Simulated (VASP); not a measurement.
Method: AM05 GGA, VASP's PBE PAW potentials (set 64) (plane waves; VASP).

Input for VASP

### POSCAR
```
NiSb
1
    1.9336335673    -3.3491517405     0.0000000000
    1.9336335673     3.3491517405     0.0000000000
    0.0000000000     0.0000000000     5.0227604164
Ni Sb
2 2
Direct
  0.0000000000   1.0000000000   0.5000000000
  0.0000000000   1.0000000000   1.0000000000
  0.3333330000   0.6666670000   0.2500000000
  0.6666670000   0.3333330000   0.7500000000
```

**INCAR**
```
# general
SYSTEM =NiSb
PREC   =Accurate
ENCUT  =520
LREAL  =.FALSE.
LASPH  =.TRUE.   # aspherical one-centre terms

# electronic loop
EDIFF  =1E-7
NELM   =100   # most electronic steps
ALGO   =Normal
LMAXMIX=4   # l cut-off of mixed one-centre charges

# smearing
ISMEAR =1
SIGMA  =0.1   # width (eV)

# functional
GGA    =AM   # AM05

# ions
IBRION =2
NSW    =30
ISIF   =4
EDIFFG =-0.01   # ionic stop

# output
LWAVE  =.FALSE.
LCHARG =.FALSE.
```

File KPOINTS:
```
Automatic mesh
0
Gamma
9 9 6
0 0 0
```

POTCAR, in this order: Ni Sb (PBE.64 set). Program: vasp_std.

Output

File OSZICAR:
```
       N       E                     dE             d eps       ncg     rms          rms(c)
DAV:   1     0.172415830795E+03    0.17242E+03   -0.12604E+04  1824   0.164E+03
DAV:   2    -0.139289431463E+02   -0.18634E+03   -0.18143E+03  1848   0.327E+02
DAV:   3    -0.230233641967E+02   -0.90944E+01   -0.88253E+01  2109   0.899E+01
DAV:   4    -0.232748261215E+02   -0.25146E+00   -0.24975E+00  2052   0.140E+01
DAV:   5    -0.232829179142E+02   -0.80918E-02   -0.80902E-02  2253   0.262E+00    0.144E+01
DAV:   6    -0.256808112345E+02   -0.23979E+01   -0.38162E+01  1983   0.114E+02    0.171E+01
DAV:   7    -0.216340134662E+02    0.40468E+01   -0.14007E+01  1977   0.796E+01    0.417E+00
DAV:   8    -0.216827828855E+02   -0.48769E-01   -0.15718E+00  2506   0.110E+01    0.265E+00
DAV:   9    -0.216181859205E+02    0.64597E-01   -0.26330E-01  1998   0.902E+00    0.615E-01
DAV:  10    -0.216189012007E+02   -0.71528E-03   -0.86507E-03  1983   0.904E-01    0.476E-01
DAV:  11    -0.216184724169E+02    0.42878E-03   -0.59561E-04  2035   0.243E-01    0.148E-01
DAV:  12    -0.216182768060E+02    0.19561E-03   -0.49614E-04  2537   0.392E-01    0.289E-02
DAV:  13    -0.216182809875E+02   -0.41815E-05   -0.79400E-05  2267   0.760E-02    0.305E-02
DAV:  14    -0.216182813387E+02   -0.35116E-06   -0.21508E-06  2090   0.148E-02    0.106E-02
DAV:  15    -0.216182815591E+02   -0.22044E-06   -0.38578E-07  1781   0.481E-03    0.294E-03
DAV:  16    -0.216182814832E+02    0.75901E-07   -0.12470E-07  1053   0.570E-03
   1 F= -.21618281E+02 E0= -.21618289E+02  d E =-.216183E+02
       N       E                     dE             d eps       ncg     rms          rms(c)
DAV:   1    -0.216185798522E+02   -0.29829E-03   -0.67714E-03  1923   0.670E-01    0.999E-02
DAV:   2    -0.216184490775E+02    0.13077E-03   -0.34892E-04  2417   0.342E-01    0.697E-02
DAV:   3    -0.216184169408E+02    0.32137E-04   -0.37189E-04  1996   0.379E-01    0.565E-02
DAV:   4    -0.216183655349E+02    0.51406E-04   -0.11328E-04  2347   0.195E-01    0.610E-03
DAV:   5    -0.216183661157E+02   -0.58076E-06   -0.11864E-05  1947   0.430E-02    0.380E-03
DAV:   6    -0.216183659937E+02    0.12201E-06   -0.40694E-07  1932   0.894E-03    0.235E-03
DAV:   7    -0.216183659237E+02    0.69949E-07   -0.71485E-08   976   0.223E-03
   2 F= -.21618366E+02 E0= -.21618345E+02  d E =-.844405E-04
```

**OUTCAR**
```
------------------------ aborting loop because EDIFF is reached ----------------------------------------
  FORCE on cell =-STRESS in cart. coord.  units (eV):
  Direction    XX          YY          ZZ          XY          YZ          ZX
  --------------------------------------------------------------------------------------
  Total        1.6394395      1.6394396      1.5954391      0.0000000      0.0000000      0.0000000
  in kB       40.3761135     40.3761175     39.2924719      0.0000000      0.0000000      0.0000000
  external PRESSURE =      40.0149010 kB  Pullay stress =       0.0000000 kB
  volume of cell :       65.06
      direct lattice vectors                 reciprocal lattice vectors
     1.934599341 -3.350824516 -0.000000000     0.258451448 -0.149217005  0.000000000
     1.934599341  3.350824516  0.000000000     0.258451448  0.149217005  0.000000000
    -0.000000000  0.000000000  5.017746823    -0.000000000 -0.000000000  0.199292638
 POSITION                                       TOTAL-FORCE (eV/Angst)
 -----------------------------------------------------------------------------------
      1.93460     -3.35082      2.50887        -0.000000      0.000000      0.000000
      1.93460     -3.35082      5.01775         0.000000      0.000000      0.000000
      1.93460      1.11694      1.25444         0.000000      0.000000     -0.000000
      1.93460     -1.11694      3.76331        -0.000000     -0.000000      0.000000
 -----------------------------------------------------------------------------------
    total drift:                                0.000000     -0.000000     -0.000000
  FREE ENERGIE OF THE ION-ELECTRON SYSTEM (eV)
  ---------------------------------------------------
  free  energy   TOTEN  =       -21.6183659237 eV

  energy  without entropy=      -21.6183033759  energy(sigma->0) =      -21.61834507

 reached required accuracy - stopping structural energy minimisation
```
(Selected blocks of OUTCAR.)

### CONTCAR
```
NiSb
   1.00000000000000
     1.9345993407996367   -3.3508245157733367   -0.0000000000000000
     1.9345993407996367    3.3508245157733367    0.0000000000000000
    -0.0000000000000000    0.0000000000000000    5.0177468228260329
  Ni              Sb
     2     2
Direct
     1.0000000000000000    0.0000000000000000    0.5000000000000000
     1.0000000000000000    0.0000000000000000    1.0000000000000000
     0.3333330000000032    0.6666669999999968    0.2500000000000000
     0.6666669999999968    0.3333330000000032    0.7500000000000000
```

**OUTCAR**
```
 val. band max:       10.6846714743   @ k =   0.2222   0.0000   0.3333

 cond. band min:      10.6945046544   @ k =   0.1111   0.1111   0.5000


 Fermi energy:        10.6932842150

 k-point     1 :       0.0000    0.0000    0.0000
  band No.  band energies     occupation
      1      -2.7695      2.00000
      2       2.1848      2.00000
      3       4.0887      2.00000
      4       6.4529      2.00000
      5       6.4529      2.00000
      6       7.2425      2.00000
      7       7.8775      2.00000
      8       7.8775      2.00000
      9       8.3862      2.00000
     10       8.3862      2.00000
     11       9.2491      2.00000
     12       9.2491      2.00000
     13      10.6741      1.31859
     14      11.2782     -0.00000
     15      11.2783     -0.00000
     16      13.2789      0.00000
     17      13.2789      0.00000
     18      13.7788      0.00000
     19      15.0074      0.00000

 k-point     2 :       0.1111    0.0000    0.0000
  band No.  band energies     occupation
      1      -2.6064      2.00000
      2       2.1681      2.00000
      3       4.2709      2.00000
      4       6.4147      2.00000
      5       6.4892      2.00000
      6       7.1835      2.00000
      7       7.7539      2.00000
      8       7.8112      2.00000
      9       8.2888      2.00000
     10       8.4162      2.00000
     11       9.2401      2.00000
     12       9.2505      2.00000
     13      10.2079      2.00000
     14      10.6182      1.95298
     15      10.7257      0.48164
     16      12.5637     -0.00000
     17      13.7901      0.00000
     18      14.7000      0.00000
     19      15.1552      0.00000

 k-point     3 :       0.2222    0.0000    0.0000
  band No.  band energies     occupation
      1      -2.1247      2.00000
      2       2.0615      2.00000
      3       4.8046      2.00000
      4       6.0730      2.00000
      5       6.5920      2.00000
      6       6.9551      2.00000
      7       7.5317      2.00000
...
```

Unless said otherwise, spin-orbit coupling is left out, though it shifts the bands of the heavy elements here.

The compound is NiSb in the NiAs type structure. This cell is one point of a volume scan, at 0.97 of the reference volume. Symmetry was kept, so distortions that lower it aren't found. The run is not spin-polarised, so no magnetic state was tried.
